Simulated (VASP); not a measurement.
Input of a VASP 6.6.1 run:

Contents of INCAR:

```
SYSTEM = Sr2SO
  PREC = Accurate
  ENCUT = 520
  EDIFF = 1E-7
  ISMEAR = -1
  SIGMA = 0.05
  LREAL = .FALSE.
  LASPH = .TRUE.
  NELM = 100
  ALGO = Normal
  ISIF = 2
  LWAVE = .FALSE.
  LCHARG = .FALSE.
  GGA = PE
  NBANDS = 24
```

The input KPOINTS:

```
regular mesh
0
G
  7 7 5
  0 0 0
```

Contents of POSCAR:

```
Sr2SO
1.0
    4.0432370000      0.0000000000      0.0000000000
    0.0000000000      4.0432370000      0.0000000000
    0.0000000000      0.0000000000      5.7180000000
Sr S O
2 1 1
Direct
    0.5033600000      0.4973510000      0.5025850000
   -0.0109850000     -0.0089070000     -0.0004380000
    0.0068650000      0.0013760000      0.4993430000
    0.4957450000      0.4943030000     -0.0009230000
```

Potentials or basis: VASP PAW PBE potentials, release 64 (Sr_sv, S, O).

Command:

```bash
$ cat potpaw_PBE.64/Sr_sv/POTCAR potpaw_PBE.64/S/POTCAR potpaw_PBE.64/O/POTCAR > POTCAR
$ mpirun -np 1 vasp_std > vasp.out
```

(1) What does it give for the pressure?

(2) Estimate the band gap on the k mesh.

Answers

(1) 0.0 GPa.

(2) 2.20 eV, direct.

Caveat: an odd mesh through Γ misses points on the zone boundary, where band edges often lie.
